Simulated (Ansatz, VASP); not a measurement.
# Cross-check of InGe10H (Ge(111)-(1x1)-In, T4 site, H below) between VASP and Ansatz, part 2 of 2

Wanted: the spread between two codes on one cell, functional and k mesh. Of the first pair: The cell is taken from a series of runs on this material, whose earlier steps may have relaxed, scaled, displaced or heated it; both programs get it as it stands.

VASP 6.6.1 and Ansatz 0.2.0.

So far: Starting point; VASP: single point, PBE, pair 1; Ansatz: single point, PBE, pair 1.

## (4) Differences

Known differences besides the potentials themselves: the cutoff is 420 eV in Ansatz and 410 eV in VASP. Total energies have different zeros and are not compared.

The two programs side by side:

```tsv
quantity	Ansatz	VASP	difference
work function, lower of the two faces (eV)	3.73	3.73	0.00
work function, higher of the two faces (eV)	4.26	4.26	0.00
```

With vacuum in the cell, a pressure given here is an average over mostly empty space and none of the material.

## (5) Ansatz: relaxation, PBE

The two programs are compared at the cell with which this relaxation starts, whose forces are those of its first step.

The structure compared here is the start of the Ansatz relaxation; VASP solves that cell, so the two are compared at the walk's first step.

input.yaml

```yaml
crystal:
  lattice:
    - [4.00222438, 0.0, 0.0]
    - [-2.00111219, 3.46602799, 0.0]
    - [0.0, 0.0, 34.9881607254]
  atoms:
    - { symbol: H, position: [0.0, 0.0, 0.257229869] }
    - { symbol: Ge, position: [0.0, 0.0, 0.3001015138] }
    - { symbol: Ge, position: [0.66666667, 0.33333333, 0.3234508587] }
    - { symbol: Ge, position: [0.66666667, 0.33333333, 0.3934988933] }
    - { symbol: Ge, position: [0.33333333, 0.66666667, 0.4168482382] }
    - { symbol: Ge, position: [0.33333333, 0.66666667, 0.4868962727] }
    - { symbol: Ge, position: [0.0, 0.0, 0.5102456176] }
    - { symbol: Ge, position: [0.0, 0.0, 0.5802936522] }
    - { symbol: Ge, position: [0.66666667, 0.33333333, 0.6036429971] }
    - { symbol: Ge, position: [0.66666667, 0.33333333, 0.6736910316] }
    - { symbol: Ge, position: [0.33333333, 0.66666667, 0.6970403765] }
    - { symbol: In, position: [0.66666667, 0.33333333, 0.742770131] }
kpoints:
  mp_grid: { grid: [12, 12, 1] }
hamiltonian:
  xc: pbe
scf:
  occupations: { method: fermi_dirac, width: 0.1 }
  convergence: { dr2_threshold: 1.0e-08 }
efield:
  axis: 3
  dipole_correction: true
  ramp_position: 0.97
  ramp_width: 0.06
relax:
  f_tol: 0.01
  max_steps: 60
  constraints: [{ sites: [1, 2, 3, 4] }]
output:
  write_potential: true
  write_density: true
  volumetric_format: npy
```

Started as:

```sh
> ansatz run input.yaml --threads 4 --pin off --max-ram 12288MiB --backend cpu --events-out ev --progress --plain --runs-dir out
```

Numbers of over 12 decimals in the logs are rounded to 6 here.

The program printed:

```text
[...]
Crystal: 12 atoms, lattice volume = 485.350 Å³
Basis set: ecut = 420 eV, 9549 PW (Γ), exchange–correlation on 54×54×480 points (8 copies of the dense FFT grid, shifted against one another)
Bands: 93, of which v1, the nominal top of the filled ones, is band 77 counted from 1 (76 counted from 0)
Symmetry: 6 space group operations
[...]
- { symbol: Ge, position: [-4.526977054884458e-17, 2.86594556487453e-17, 0.512665] }
    - { symbol: Ge, position: [-4.4257828469160415e-17, 2.911282439655905e-17, 0.583927] }
    - { symbol: Ge, position: [0.666667, 0.333333, 0.608394] }
    - { symbol: Ge, position: [0.666667, 0.333333, 0.679800] }
    - { symbol: Ge, position: [0.333333, 0.666667, 0.709193] }
    - { symbol: In, position: [0.666667, 0.333333, 0.770357] }
[key lines of the parts left out:]
SCF converged after 5 iterations
Free energy (F): -48562.628752 eV
Fermi energy:    2.674034 eV
Dipole field:    D = 0.014460 V/Å  (p = 0.038786 e·Å, saw-weighted, corrected)
Work function:   Φ+ = 3.7175 eV   Φ− = 4.2235 eV
```

## (6) VASP: single point, PBE, start cell, pair 2

The same cell, functional, mesh and smearing now go to VASP, with its own data sets.

INCAR

```
SYSTEM = InGe10H
PREC = Accurate
ENCUT = 410
EDIFF = 1E-06
NELM = 120
ISMEAR = -1
SIGMA = 0.1
LREAL = .FALSE.
ALGO = Normal
GGA = PE
NBANDS = 95
LORBIT = 11
LWAVE = .FALSE.
LCHARG = .FALSE.
ISIF = 2
LDIPOL = .TRUE.
IDIPOL = 3
DIPOL = 0.5 0.5 0.499
LVHAR = .TRUE.
LASPH = .TRUE.
GGA_COMPAT = .FALSE.
NELMDL = -8
KPAR = 2
```

POSCAR

```
InGe10H
1.0
    4.0022243800      0.0000000000      0.0000000000
   -2.0011121900      3.4660279900      0.0000000000
    0.0000000000      0.0000000000     34.9881607254
H Ge In
1 10 1
Direct
    0.0000000000      0.0000000000      0.2572298690
    0.0000000000      0.0000000000      0.3001015138
    0.6666666667      0.3333333333      0.3234508692
    0.6666666667      0.3333333333      0.3934989069
    0.3333333333      0.6666666667      0.4168482337
    0.3333333333      0.6666666667      0.4868962714
    0.0000000000      0.0000000000      0.5102456268
    0.0000000000      0.0000000000      0.5802936645
    0.6666666667      0.3333333333      0.6036429913
    0.6666666667      0.3333333333      0.6736910289
    0.3333333333      0.6666666667      0.6970403844
    0.6666666667      0.3333333333      0.7427701388
```

KPOINTS

```
Automatic mesh
0
Gamma
12 12 1
0 0 0
```

PAW data sets: H, Ge_d and In_d (PBE family, release 64).

Started as:

```sh
> mpirun -np 2 vasp_std
```

The program printed:

```text
[... set-up lines as in an earlier step ...]
 entering main loop
       N       E                     dE             d eps       ncg     rms          rms(c)
DAV:   1     0.184031038824E+04    0.18403E+04   -0.67314E+04  4617   0.304E+03
DAV:   2     0.334468159606E+03   -0.15058E+04   -0.14460E+04  3978   0.896E+02
DAV:   3    -0.139151283630E+02   -0.34838E+03   -0.33798E+03  4362   0.244E+02
DAV:   4    -0.479588031056E+02   -0.34044E+02   -0.33684E+02  4284   0.881E+01
[...]
DAV:  32    -0.488059402575E+02   -0.37450E-05   -0.27983E-07  2628   0.172E-02    0.289E-03
DAV:  33    -0.488059416846E+02   -0.14271E-05   -0.16631E-07  2588   0.170E-02    0.173E-03
DAV:  34    -0.488059425057E+02   -0.82106E-06   -0.13747E-07  2437   0.974E-03
   1 F= -.48805943E+02 E0= -.48780692E+02  d E =-.505018E-01
```

OUTCAR, selected parts (step 6):

```text
  Total        6.7818667      6.7818667     15.8185481      0.0000000      0.0000000      0.0000000
  in kB       22.3874805     22.3874806     52.2182832      0.0000000      0.0000000      0.0000000
  external PRESSURE =      32.3310814 kB  Pullay stress =       0.0000000 kB

 POSITION                                       TOTAL-FORCE (eV/Angst)
 -----------------------------------------------------------------------------------
      0.00000      0.00000      9.00000        -0.000000      0.000000     -0.902484
      0.00000      0.00000     10.50000        -0.000000     -0.000000      0.885481
      2.00111      1.15534     11.31695         0.000000      0.000000     -0.178670
      2.00111      1.15534     13.76780         0.000000     -0.000000     -0.083005
     -0.00000      2.31069     14.58475        -0.000000     -0.000000     -0.012822
     -0.00000      2.31069     17.03561         0.000000      0.000000     -0.000171
      0.00000      0.00000     17.85256        -0.000000      0.000000     -0.033840
      0.00000      0.00000     20.30341        -0.000000      0.000000      0.086622
      2.00111      1.15534     21.12036        -0.000000      0.000000     -0.203008
      2.00111      1.15534     23.57121         0.000000     -0.000000     -4.260507
     -0.00000      2.31069     24.38816        -0.000000      0.000000      0.028288
      2.00111      1.15534     25.98816        -0.000000      0.000000      4.674115
 -----------------------------------------------------------------------------------
    total drift:                                0.000005     -0.000004      0.000411

  FREE ENERGIE OF THE ION-ELECTRON SYSTEM (eV)
  ---------------------------------------------------
  free  energy   TOTEN  =       -48.8059425057 eV

  energy  without entropy=      -48.7554406846  energy(sigma->0) =      -48.78069160

[... 1 part as in an earlier step ...]

[... 2 further parts left out ...]
[key lines of the parts left out:]
E-fermi :   0.9605
```

## (7) Side by side

Forces on 7 of the 12 atoms, those with the largest forces and the largest differences (eV/Å; atoms numbered as in POSCAR):

```tsv
atom	Ansatz x, y, z	VASP x, y, z
H1	0.000, 0.000, -0.933	0.000, 0.000, -0.902
Ge2	0.000, 0.000, 0.912	0.000, 0.000, 0.885
Ge3	0.000, 0.000, -0.179	0.000, 0.000, -0.179
Ge8	0.000, 0.000, 0.087	0.000, 0.000, 0.087
Ge9	0.000, 0.000, -0.202	0.000, 0.000, -0.203
Ge10	0.000, 0.000, -4.241	0.000, 0.000, -4.261
In12	0.000, 0.000, 4.651	0.000, 0.000, 4.674
```

The forces differ by 8.5 meV/Å r.m.s., which is 0.8 % of the r.m.s. force of 1.076 eV/Å (both taken over all components). With vacuum in the cell, a pressure given here is an average over mostly empty space and none of the material.

## (8) Ansatz: relaxation, PBE

This run makes the geometry at which the two programs are then compared.

The structure compared here is the end of the Ansatz relaxation.

input.yaml is that of step 5.

Started as:

```sh
> ansatz run input.yaml --threads 4 --pin off --max-ram 12288MiB --backend cpu --events-out ev --progress --plain --runs-dir out
```

The program printed:

```text
[...]
Crystal: 12 atoms, lattice volume = 485.350 Å³
Basis set: ecut = 420 eV, 9549 PW (Γ), exchange–correlation on 54×54×480 points (8 copies of the dense FFT grid, shifted against one another)
Bands: 93, of which v1, the nominal top of the filled ones, is band 77 counted from 1 (76 counted from 0)
Symmetry: 6 space group operations
[...]
- { symbol: Ge, position: [-4.526977054884458e-17, 2.86594556487453e-17, 0.512665] }
    - { symbol: Ge, position: [-4.4257828469160415e-17, 2.911282439655905e-17, 0.583927] }
    - { symbol: Ge, position: [0.666667, 0.333333, 0.608394] }
    - { symbol: Ge, position: [0.666667, 0.333333, 0.679800] }
    - { symbol: Ge, position: [0.333333, 0.666667, 0.709193] }
    - { symbol: In, position: [0.666667, 0.333333, 0.770357] }
[key lines of the parts left out:]
SCF converged after 5 iterations
Free energy (F): -48562.628752 eV
Fermi energy:    2.674034 eV
Dipole field:    D = 0.014460 V/Å  (p = 0.038786 e·Å, saw-weighted, corrected)
Work function:   Φ+ = 3.7175 eV   Φ− = 4.2235 eV
```

## (9) VASP: single point, PBE, relaxed cell, pair 3

The same cell, functional, mesh and smearing now go to VASP, with its own data sets.

INCAR: that of step 6 with these lines changed.

```diff
@@ -17,3 +17,3 @@
 IDIPOL = 3
-DIPOL = 0.5 0.5 0.499
+DIPOL = 0.5 0.5 0.501
 LVHAR = .TRUE.
```

POSCAR

```
InGe10H
1.0
    4.0022243830      0.0000000000      0.0000000000
   -2.0011121915      3.4660279874      0.0000000000
    0.0000000000      0.0000000000     34.9881607254
H Ge In
1 10 1
Direct
    0.0000000000      0.0000000000      0.2555890957
    0.0000000000      0.0000000000      0.3001015138
    0.6666666667      0.3333333333      0.3234508587
    0.6666666667      0.3333333333      0.3934988933
    0.3333333333      0.6666666667      0.4168482382
    0.3333333333      0.6666666667      0.4880415699
    0.0000000000      0.0000000000      0.5126651574
    0.0000000000      0.0000000000      0.5839267864
    0.6666666667      0.3333333333      0.6083941906
    0.6666666667      0.3333333333      0.6797996882
    0.3333333333      0.6666666667      0.7091930583
    0.6666666667      0.3333333333      0.7703565232
```

KPOINTS is that of step 6.

Started as:

```sh
> mpirun -np 2 vasp_std
```

The program printed:

```text
[... set-up lines as in an earlier step ...]
 entering main loop
       N       E                     dE             d eps       ncg     rms          rms(c)
DAV:   1     0.182827722888E+04    0.18283E+04   -0.67030E+04  4640   0.303E+03
DAV:   2     0.330477467263E+03   -0.14978E+04   -0.14395E+04  3954   0.902E+02
DAV:   3    -0.152331654403E+02   -0.34571E+03   -0.33550E+03  4314   0.242E+02
DAV:   4    -0.494200549211E+02   -0.34187E+02   -0.33799E+02  4300   0.861E+01
[...]
DAV:  32    -0.501937467210E+02   -0.33675E-05   -0.20076E-07  2581   0.110E-02    0.834E-04
DAV:  33    -0.501937497923E+02   -0.30713E-05   -0.26566E-07  2661   0.735E-03    0.861E-04
DAV:  34    -0.501937505739E+02   -0.78152E-06   -0.28486E-07  2548   0.442E-03
   1 F= -.50193751E+02 E0= -.50175877E+02  d E =-.357466E-01
```

OUTCAR, selected parts (step 9):

```text
  Total        2.1832078      2.1832078      0.1326055      0.0000000      0.0000000      0.0000000
  in kB        7.2069424      7.2069424      0.4377414      0.0000000      0.0000000      0.0000000
  external PRESSURE =       4.9505421 kB  Pullay stress =       0.0000000 kB

 POSITION                                       TOTAL-FORCE (eV/Angst)
 -----------------------------------------------------------------------------------
      0.00000      0.00000      8.94259         0.000000     -0.000000      0.020049
      0.00000      0.00000     10.50000        -0.000000      0.000000     -0.028696
      2.00111      1.15534     11.31695        -0.000000      0.000000     -0.204622
      2.00111      1.15534     13.76780        -0.000000      0.000000     -0.066197
     -0.00000      2.31069     14.58475         0.000000      0.000000      0.279152
     -0.00000      2.31069     17.07568        -0.000000     -0.000000      0.002411
      0.00000      0.00000     17.93721         0.000000     -0.000000     -0.001464
      0.00000      0.00000     20.43052         0.000000     -0.000000      0.001742
      2.00111      1.15534     21.28659         0.000000     -0.000000     -0.002209
      2.00111      1.15534     23.78494         0.000000     -0.000000     -0.002334
     -0.00000      2.31069     24.81336         0.000000      0.000000     -0.000578
      2.00111      1.15534     26.95336         0.000000     -0.000000      0.002745
 -----------------------------------------------------------------------------------
    total drift:                                0.000004     -0.000006      0.006942

  FREE ENERGIE OF THE ION-ELECTRON SYSTEM (eV)
  ---------------------------------------------------
  free  energy   TOTEN  =       -50.1937505739 eV

  energy  without entropy=      -50.1580039451  energy(sigma->0) =      -50.17587726

[... 2 parts as in an earlier step ...]

[... 1 further part left out ...]
[key lines of the parts left out:]
E-fermi :   0.8502
```

The gap is under twice the smearing width, so the edge states are partly filled and the run can't tell a small gap from a semimetal.

## (10) Comparison

Forces on 7 of the 12 atoms, those with the largest forces and the largest differences (eV/Å; atoms numbered as in POSCAR):

```tsv
atom	Ansatz x, y, z	VASP x, y, z
H1	0.000, 0.000, 0.000	0.000, 0.000, 0.020
Ge2	0.000, 0.000, -0.011	0.000, 0.000, -0.029
Ge3	0.000, 0.000, -0.204	0.000, 0.000, -0.205
Ge4	0.000, 0.000, -0.065	0.000, 0.000, -0.066
Ge5	0.000, 0.000, 0.281	0.000, 0.000, 0.279
Ge6	0.000, 0.000, 0.000	0.000, 0.000, 0.002
In12	0.000, 0.000, 0.000	0.000, 0.000, 0.003
```

The forces differ by 4.5 meV/Å r.m.s., which is 7.7 % of the r.m.s. force of 0.059 eV/Å (both taken over all components). With vacuum in the cell, a pressure given here is an average over mostly empty space and none of the material.

## (11) Summary of results

* difference in work function, higher of the two faces (single point, PBE, pair 1): 8.7e-4 eV
* r.m.s. force difference (single point, PBE, start cell, pair 2): 0.79 % of the r.m.s. force
* r.m.s. force difference (single point, PBE, relaxed cell, pair 3): 4.5 meV/Å

In words: The r.m.s. force difference is 4.5 meV/Å (single point, PBE, relaxed cell, pair 3), within the 12 meV/Å picked in this series as the mark of a large difference. Such differences can come from data sets, numerical settings and the points named under the comparisons, not from the functional's error against experiment.

[Lines on the potential files, build, host, timing and source positions are cut from VASP's logs without a mark.]

[Logs are printed without paths, hosts, clocks, repeated set-up lines and the standing remarks that a program may print on its own settings, such as how far it seeks lower states.]

[Hosts, paths, dates, database ids (printed as entryN), source tags and the programs' standing remarks are cut or masked in the printed files.]
